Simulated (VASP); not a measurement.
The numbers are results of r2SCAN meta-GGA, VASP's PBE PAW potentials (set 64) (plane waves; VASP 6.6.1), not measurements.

A VASP calculation is set up with these files.

**INCAR**
```
! general
SYSTEM   =  PbTe
PREC     =  Accurate
ENCUT    =  520
LREAL    =  .FALSE.
LASPH    =  .TRUE.

! electronic loop
EDIFF    =  1E-6
NELM     =  100
ALGO     =  Normal
LMAXMIX  =  4
LMIXTAU  =  .TRUE.

! smearing
ISMEAR   =  0
SIGMA    =  0.05

! functional
METAGGA  =  R2SCAN

! ions
IBRION   =  2
NSW      =  60
ISIF     =  3
EDIFFG   =  -0.01

! output
LWAVE    =  .FALSE.
LCHARG   =  .FALSE.
```

File POSCAR:
```
PbTe
1
    0.0000000000     3.2300000000     3.2300000000
    3.2300000000     0.0000000000     3.2300000000
    3.2300000000     3.2300000000     0.0000000000
Te Pb
1 1
Direct
  0.5000000000   0.5000000000   0.5000000000
  0.0000000000   0.0000000000   0.0000000000
```

### KPOINTS
```
Automatic mesh
0
Gamma
7 7 7
0 0 0
```

POTCAR, in this order: Te Pb_d (PBE.64 set). Program: vasp_std.

The resulting files:

OSZICAR:
```
       N       E                     dE             d eps       ncg     rms          rms(c)
DAV:   1     0.764715752946E+02    0.76472E+02   -0.94247E+03   560   0.140E+03
DAV:   2    -0.758212789248E+02   -0.15229E+03   -0.14970E+03   590   0.341E+02
DAV:   3    -0.867838484768E+02   -0.10963E+02   -0.10919E+02   740   0.986E+01
DAV:   4    -0.870554007576E+02   -0.27155E+00   -0.27147E+00   658   0.193E+01
DAV:   5    -0.870647541993E+02   -0.93534E-02   -0.93533E-02   760   0.300E+00    0.339E+00
DAV:   6    -0.825535200650E+02    0.45112E+01   -0.19210E+00   674   0.270E+01    0.286E+00
DAV:   7    -0.825876899950E+02   -0.34170E-01   -0.74891E-01   560   0.935E+00    0.170E+00
DAV:   8    -0.825502093496E+02    0.37481E-01   -0.74620E-01   560   0.527E+00    0.618E-01
DAV:   9    -0.826663326728E+02   -0.11612E+00   -0.69343E-02   572   0.215E+00    0.562E-01
DAV:  10    -0.826268427403E+02    0.39490E-01   -0.43249E-02   566   0.150E+00    0.100E+00
DAV:  11    -0.826905736817E+02   -0.63731E-01   -0.21097E-01   560   0.299E+00    0.213E-01
DAV:  12    -0.826925498780E+02   -0.19762E-02   -0.10245E-02   650   0.751E-01    0.125E-01
DAV:  13    -0.826938488416E+02   -0.12990E-02   -0.41289E-04   602   0.195E-01    0.977E-02
DAV:  14    -0.826946018338E+02   -0.75299E-03   -0.28915E-03   572   0.637E-01    0.111E-01
DAV:  15    -0.826950436487E+02   -0.44181E-03   -0.61888E-04   560   0.334E-01    0.117E-02
DAV:  16    -0.826950377814E+02    0.58673E-05   -0.26241E-05   680   0.463E-02    0.498E-03
DAV:  17    -0.826950485798E+02   -0.10798E-04   -0.91728E-06   584   0.324E-02    0.793E-03
DAV:  18    -0.826950496470E+02   -0.10672E-05   -0.24487E-06   456   0.162E-02    0.534E-03
DAV:  19    -0.826950492864E+02    0.36065E-06   -0.33112E-06   510   0.123E-02
   1 F= -.82695049E+02 E0= -.82695049E+02  d E =-.826950E+02
       N       E                     dE             d eps       ncg     rms          rms(c)
DAV:   1    -0.830677805403E+02   -0.37273E+00   -0.13286E+01   680   0.696E+01    0.330E+00
DAV:   2    -0.827545934876E+02    0.31319E+00   -0.68105E-01   680   0.147E+01    0.128E+00
DAV:   3    -0.826960896291E+02    0.58504E-01   -0.23743E-01   696   0.869E+00    0.241E-01
DAV:   4    -0.827026699482E+02   -0.65803E-02   -0.22694E-02   560   0.159E+00    0.155E-01
DAV:   5    -0.826982169855E+02    0.44530E-02   -0.17452E-02   560   0.116E+00    0.108E-01
DAV:   6    -0.827044627218E+02   -0.62457E-02   -0.88709E-03   560   0.813E-01    0.754E-02
DAV:   7    -0.826999949657E+02    0.44678E-02   -0.52431E-03   560   0.703E-01    0.465E-02
DAV:   8    -0.827044320800E+02   -0.44371E-02   -0.61121E-03   560   0.724E-01    0.142E-02
DAV:   9    -0.827045020847E+02   -0.70005E-04   -0.16622E-04   602   0.100E-01    0.849E-03
DAV:  10    -0.827045195228E+02   -0.17438E-04   -0.23943E-05   590   0.615E-02    0.480E-03
DAV:  11    -0.827045057152E+02    0.13808E-04   -0.15040E-05   560   0.578E-02    0.225E-03
DAV:  12    -0.827045180565E+02   -0.12341E-04   -0.13425E-06   420   0.161E-02    0.110E-03
DAV:  13    -0.827045194613E+02   -0.14049E-05   -0.44342E-07   292   0.852E-03    0.415E-04
DAV:  14    -0.827045213648E+02   -0.19035E-05   -0.25471E-07   280   0.934E-03    0.395E-04
DAV:  15    -0.827045213081E+02    0.56683E-07   -0.45349E-08   280   0.434E-03
   2 F= -.82704521E+02 E0= -.82704521E+02  d E =-.947202E-02
       N       E                     dE             d eps       ncg     rms          rms(c)
DAV:   1    -0.827347288706E+02   -0.30208E-01   -0.98185E-01   680   0.177E+01    0.942E-01
DAV:   2    -0.827096127307E+02    0.25116E-01   -0.55406E-02   680   0.428E+00    0.356E-01
DAV:   3    -0.827055839135E+02    0.40288E-02   -0.16877E-02   680   0.234E+00    0.658E-02
DAV:   4    -0.827058415911E+02   -0.25768E-03   -0.15505E-03   560   0.428E-01    0.445E-02
DAV:   5    -0.827056353279E+02    0.20626E-03   -0.14192E-03   560   0.336E-01    0.318E-02
DAV:   6    -0.827060547889E+02   -0.41946E-03   -0.42646E-04   560   0.173E-01    0.255E-02
DAV:   7    -0.827055304867E+02    0.52430E-03   -0.40081E-04   560   0.202E-01    0.139E-02
DAV:   8    -0.827060542913E+02   -0.52380E-03   -0.65831E-04   560   0.246E-01    0.324E-03
DAV:   9    -0.827060600669E+02   -0.57757E-05   -0.16662E-05   596   0.303E-02    0.314E-03
DAV:  10    -0.827060594603E+02    0.60664E-06   -0.75697E-07   364   0.101E-02
   3 F= -.82706059E+02 E0= -.82706059E+02  d E =-.110102E-01
```

OUTCAR:
```
------------------------ aborting loop because EDIFF is reached ----------------------------------------
  FORCE on cell =-STRESS in cart. coord.  units (eV):
  Direction    XX          YY          ZZ          XY          YZ          ZX
  --------------------------------------------------------------------------------------
  Total        0.0036295      0.0036295      0.0036295     -0.0000000      0.0000000     -0.0000000
  in kB        0.0833912      0.0833912      0.0833912     -0.0000000      0.0000000     -0.0000000
  external PRESSURE =       0.0833912 kB  Pullay stress =       0.0000000 kB
  volume of cell :       69.73
      direct lattice vectors                 reciprocal lattice vectors
     0.000000000  3.266888793  3.266888793    -0.153050817  0.153050817  0.153050817
     3.266888793  0.000000000  3.266888793     0.153050817 -0.153050817  0.153050817
     3.266888793  3.266888793 -0.000000000     0.153050817  0.153050817 -0.153050817
  FREE ENERGIE OF THE ION-ELECTRON SYSTEM (eV)
  ---------------------------------------------------
  free  energy   TOTEN  =       -82.7060594603 eV

  energy  without entropy=      -82.7060594603  energy(sigma->0) =      -82.70605946

 reached required accuracy - stopping structural energy minimisation
```
(Selected blocks of OUTCAR.)

File CONTCAR:
```
PbTe
   1.00000000000000
     0.0000000000000000    3.2668887925575678    3.2668887925575678
     3.2668887925575678    0.0000000000000000    3.2668887925575678
     3.2668887925575678    3.2668887925575678   -0.0000000000000000
  Te              Pb
     1     1
Direct
     0.5000000000000000    0.5000000000000000    0.5000000000000000
     0.0000000000000000    0.0000000000000000    0.0000000000000000
```

Energy and stress use the plane-wave basis of the starting cell.

The compound is PbTe in the rock salt structure. This run relaxes it. Symmetry was kept, so distortions that lower it aren't found.
